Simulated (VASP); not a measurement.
Mg2Si (antifluorite): the bulk modulus from VASP (plane waves, PAW) at several levels of theory. Static lattice, third-order Birch-Murnaghan fit over five volumes.

| level | bulk modulus (GPa) |
|---|---|
| LDA | 60.4 |
| PBE | 54.8 |
| PBEsol | 56.8 |
| AM05 | 56.5 |
| optB88-vdW | 55.6 |
| rev-vdW-DF2 | 55.7 |

The cell of the LDA run:

```xyz
3
Lattice="0.0000 3.1251 3.1251 3.1251 0.0000 3.1251 3.1251 3.1251 0.0000" Properties=species:S:1:pos:R:3 pbc="T T T"
Mg     1.5625     1.5625     1.5625
Mg     4.6876     4.6876     4.6876
Si     0.0000     0.0000     0.0000
```

Only levels that ran to the end are used. Left out are those held back, those with too coarse a band path, GW runs whose mesh misses a band edge, hybrids' fits of cells that aren't cubic and levels without matching references; a question may draw on a part of the rest.

The compound is Mg2Si in the antifluorite structure.
